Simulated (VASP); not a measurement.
# GeCH₆: training a force field on the fly

GeCH₆, molecule in box, 8 atoms in the cell. PBE, machine-learned force field trained on the fly; PAW potentials C, Ge, H (PBE set).

## Input

INCAR.step1:
```
SYSTEM = GeH6C
PREC     = Normal         ! precision mode
ENCUT    = 400            ! plane-wave cutoff, eV
EDIFF    = 1E-5           ! SCF threshold, eV
LREAL    = .FALSE.        ! projectors in reciprocal space
ALGO     = Fast           ! electronic algorithm
NELMIN   = 4            
NELM     = 100            ! most SCF steps
ISYM     = 0            
ISMEAR   = 0              ! smearing method
SIGMA    = 0.05           ! smearing width, eV
LWAVE    = .FALSE.        ! write WAVECAR
LCHARG   = .FALSE.        ! write CHGCAR
IBRION   = 0              ! ionic algorithm
ISIF     = 2              ! what is computed and relaxed
TEBEG    = 300          
POTIM    = 0.7            ! step
RANDOM_SEED= 70737 0 0    
MDALGO   = 1            
ANDERSEN_PROB= 0.1          
NSW      = 160            ! ionic steps
ML_LMLFF = .TRUE.       
ML_MODE  = train        
ML_CTIFOR= 1E-6         
ML_WTSIF = 1E-10        
ML_NMDINT= 1            
ML_ICRITERIA= 0             
```

INCAR.step2, as INCAR.step1 but for:
```
- TEBEG = 300
- RANDOM_SEED = 70737 0 0
- MDALGO = 1
- ANDERSEN_PROB = 0.1
- NSW = 160
- ML_CTIFOR = 1E-6
- ML_NMDINT = 1
- ML_ICRITERIA = 0
+ TEBEG = 180
+ RANDOM_SEED = 563193 0 0
+ MDALGO = 3
+ LANGEVIN_GAMMA = 10 10 10
+ NSW = 2000
+ TEEND = 375
+ ML_CTIFOR = 0.02
+ ML_NMDINT = 2
```

INCAR.step3:
```
SYSTEM = GeH6C
PREC     = Normal         ! precision mode
ENCUT    = 400            ! plane-wave cutoff, eV
EDIFF    = 1E-5           ! SCF threshold, eV
LREAL    = .FALSE.        ! projectors in reciprocal space
ALGO     = Fast           ! electronic algorithm
NELMIN   = 4            
NELM     = 100            ! most SCF steps
ISYM     = 0            
ISMEAR   = 0              ! smearing method
SIGMA    = 0.05           ! smearing width, eV
LWAVE    = .FALSE.        ! write WAVECAR
LCHARG   = .FALSE.        ! write CHGCAR
ML_LMLFF = .TRUE.       
ML_MODE  = refit        
ML_WTSIF = 1E-10         
```

INCAR.step4:
```
SYSTEM = GeH6C
PREC     = Normal         ! precision mode
ENCUT    = 400            ! plane-wave cutoff, eV
ISYM     = 0            
ISMEAR   = 0              ! smearing method
SIGMA    = 0.05           ! smearing width, eV
LWAVE    = .FALSE.        ! write WAVECAR
LCHARG   = .FALSE.        ! write CHGCAR
ML_LMLFF = .TRUE.       
ML_MODE  = run          
NWRITE   = 2            
IBRION   = -1             ! ionic algorithm
NSW      = 0              ! ionic steps
```

INCAR.step5:
```
SYSTEM = GeH6C
PREC     = Normal         ! precision mode
ENCUT    = 400            ! plane-wave cutoff, eV
EDIFF    = 1E-5           ! SCF threshold, eV
LREAL    = .FALSE.        ! projectors in reciprocal space
ALGO     = Fast           ! electronic algorithm
NELMIN   = 4            
NELM     = 100            ! most SCF steps
ISYM     = 0            
ISMEAR   = 0              ! smearing method
SIGMA    = 0.05           ! smearing width, eV
LWAVE    = .FALSE.        ! write WAVECAR
LCHARG   = .FALSE.        ! write CHGCAR
```

INCAR.step6:
```
SYSTEM = GeH6C
PREC     = Normal         ! precision mode
ENCUT    = 400            ! plane-wave cutoff, eV
ISYM     = 0            
ISMEAR   = 0              ! smearing method
SIGMA    = 0.05           ! smearing width, eV
LWAVE    = .FALSE.        ! write WAVECAR
LCHARG   = .FALSE.        ! write CHGCAR
ML_LMLFF = .TRUE.       
ML_MODE  = run          
NWRITE   = 0            
IBRION   = 2              ! ionic algorithm
NSW      = 300            ! ionic steps
EDIFFG   = -2E-4          ! ionic threshold
ISIF     = 2              ! what is computed and relaxed
```

KPOINTS:
```
k-points
0
Gamma
  1 1 1
```

POSCAR.step1:
```
GeH6C
1.0
    9.5000000000      0.0000000000      0.0000000000
    0.0000000000      8.5000000000      0.0000000000
    0.0000000000      0.0000000000      9.5000000000
C Ge H
1 1 6
Direct
    0.4448000000      0.5429176500      0.3901631600
    0.5087789400      0.4991294100      0.5815421200
    0.3322526300      0.5680823500      0.3896263200
    0.5005578900      0.6443176500      0.3473210600
    0.4644105300      0.4417764700      0.3223105300
    0.4807578900      0.6414941200      0.6776894700
    0.6677473700      0.4641058800      0.5827000100
    0.4306105300      0.3556823500      0.6421105300
```

Commands (each step's output is kept before the next begins):
```
cat potpaw_PBE.64/C/POTCAR potpaw_PBE.64/Ge/POTCAR potpaw_PBE.64/H/POTCAR > POTCAR
cp INCAR.step1 INCAR
cp POSCAR.step1 POSCAR
mpirun -np 4 vasp_gam > vasp.out
cp ML_ABN ../ML_AB
cp CONTCAR POSCAR
cp ../ML_AB ML_AB
cp INCAR.step2 INCAR
mpirun -np 4 vasp_gam > vasp.out
cp ML_ABN ../ML_AB
cp CONTCAR POSCAR
cp ../ML_AB ML_AB
cp INCAR.step3 INCAR
mpirun -np 4 vasp_gam > vasp.out
cp ML_FFN ../ML_FF
cp ../ML_FF ML_FF
rm ML_AB
cp INCAR.step4 INCAR
mpirun -np 4 vasp_gam > vasp.out
cp INCAR.step5 INCAR
mpirun -np 4 vasp_gam > vasp.out
cp INCAR.step6 INCAR
mpirun -np 4 vasp_gam > vasp.out
cp CONTCAR ../POSCAR.min
cp CONTCAR POSCAR
cp INCAR.step5 INCAR
mpirun -np 4 vasp_gam > vasp.out
cp INCAR.step4 INCAR
mpirun -np 4 vasp_gam > vasp.out
```

## Result

- Force error of the fit (eV/Å): 0.005
- Energy error of the fit (eV/atom): 0.0000

The training runs are MD at 180 to 375 K, 1.5 ps in all.

Between the relaxed minimum and a frame of the training run, the force field gives 0.397 eV and DFT 0.399 eV.

ML_LOGFILE.step1:
```
# STATUS This line describes the overall status of each step.
# STATUS
# STATUS nstep ..... MD time step or input structure counter
# STATUS state ..... One-word description of step action
# STATUS             - "accurate"  (1) : Errors are low, force field is used
# STATUS             - "threshold" (2) : Errors exceeded threshold, structure is sampled from ab initio
# STATUS             - "learning"  (3) : Stored configurations are used for training force field
# STATUS             - "critical"  (4) : Errors are high, ab initio sampling and learning is enforced
# STATUS             - "predict"   (5) : Force field is used in prediction mode only, no error checking
# STATUS             - "predfast"  (6) : Prediction mode only, no error checking, no error estimates
# STATUS             - "interval"  (7) : Errors exceeded threshold, but too close to last sampling (ML_NMDINT)
# STATUS is ........ Integer representation of above one-word description (integer in parenthesis)
# STATUS doabin .... Perform ab initio calculation (T/F)
# STATUS iff ....... Force field available (T/F, False after startup hints to possible convergence problems)
[... 34 lines left out ...]
BEEF                  157   4.52009722E-06   5.38944477E-03   2.26175342E-03   1.00000000E-06   6.32117251E-02   3.77091082E-02
BEEF                  158   4.36063235E-06   4.86182194E-03   2.05938086E-03   1.00000000E-06   6.35441262E-02   3.76413606E-02
BEEF                  159   4.21705470E-06   4.35540037E-03   1.90763437E-03   1.00000000E-06   6.27215437E-02   3.74220135E-02
BEEF                  160   4.07615547E-06   4.03066371E-03   1.81026367E-03   1.00000000E-06   6.20497101E-02   3.72067370E-02
ERR                   157   8.09799402E-05   8.48920382E-03   6.49415458E-01
ERR                   158   8.19873066E-05   8.56790974E-03   6.65107104E-01
ERR                   159   8.01519790E-05   8.56949045E-03   6.65078078E-01
ERR                   160   8.08125949E-05   8.54682365E-03   6.63528442E-01
```

ML_LOGFILE.step2:
```
# STATUS This line describes the overall status of each step.
# STATUS
# STATUS nstep ..... MD time step or input structure counter
# STATUS state ..... One-word description of step action
# STATUS             - "accurate"  (1) : Errors are low, force field is used
# STATUS             - "threshold" (2) : Errors exceeded threshold, structure is sampled from ab initio
# STATUS             - "learning"  (3) : Stored configurations are used for training force field
# STATUS             - "critical"  (4) : Errors are high, ab initio sampling and learning is enforced
# STATUS             - "predict"   (5) : Force field is used in prediction mode only, no error checking
# STATUS             - "predfast"  (6) : Prediction mode only, no error checking, no error estimates
# STATUS             - "interval"  (7) : Errors exceeded threshold, but too close to last sampling (ML_NMDINT)
# STATUS is ........ Integer representation of above one-word description (integer in parenthesis)
# STATUS doabin .... Perform ab initio calculation (T/F)
# STATUS iff ....... Force field available (T/F, False after startup hints to possible convergence problems)
[... 34 lines left out ...]
BEEF                 1997   3.43346182E-05   1.81744129E-02   7.99561156E-03   2.00000000E-02   6.94749107E-02   4.97399093E-02
BEEF                 1998   3.37461419E-05   1.76994360E-02   7.96708401E-03   2.00000000E-02   6.94634363E-02   5.01189886E-02
BEEF                 1999   3.36972597E-05   1.71009372E-02   7.90816569E-03   2.00000000E-02   6.97324104E-02   5.04574517E-02
BEEF                 2000   2.47846918E-05   1.47160739E-02   6.52025500E-03   2.00000000E-02   6.64468520E-02   4.30295904E-02
ERR                     0   8.13001016E-05   8.56316800E-03   6.70266274E-01
ERR                   438   7.97459325E-05   8.88508229E-03   6.52225436E-01
ERR                  1608   8.17281387E-05   9.52607389E-03   6.20825522E-01
ERR                  2000   8.69293590E-05   9.53328411E-03   7.06050344E-01
```

ML_LOGFILE.step3:
```
# STATUS This line describes the overall status of each step.
# STATUS
# STATUS nstep ..... MD time step or input structure counter
# STATUS state ..... One-word description of step action
# STATUS             - "accurate"  (1) : Errors are low, force field is used
# STATUS             - "threshold" (2) : Errors exceeded threshold, structure is sampled from ab initio
# STATUS             - "learning"  (3) : Stored configurations are used for training force field
# STATUS             - "critical"  (4) : Errors are high, ab initio sampling and learning is enforced
# STATUS             - "predict"   (5) : Force field is used in prediction mode only, no error checking
# STATUS             - "predfast"  (6) : Prediction mode only, no error checking, no error estimates
# STATUS             - "interval"  (7) : Errors exceeded threshold, but too close to last sampling (ML_NMDINT)
# STATUS is ........ Integer representation of above one-word description (integer in parenthesis)
# STATUS doabin .... Perform ab initio calculation (T/F)
# STATUS iff ....... Force field available (T/F, False after startup hints to possible convergence problems)
[... 20 lines left out ...]
# BEEF bee_ave_stress ... Bayesian error estimate of stresses (average) (kB)
# BEEF              nstep       bee_energy    bee_max_force    bee_ave_force        threshold   bee_max_stress   bee_ave_stress
# BEEF                  2                3                4                5                6                7                8
# SPRSC This line shows the results of sparsification regarding the number
# SPRSC of reference structures and local reference configurations.
# SPRSC
STATUS                  0  learning  3      T      F         0         0
STATUS                  1  accurate  1      F      T         1         1
SPRSC                   0       172       172 C         53        53 Ge        56        56 H        249       249
ERR                     0   4.15988737E-05   4.55800182E-03   7.16519362E-01
```

Limits: the nuclei move classically.

VASP 6.6.1 took 433 s on 4 cores (Intel Xeon Platinum 8488C (Sapphire Rapids)), a shared host.
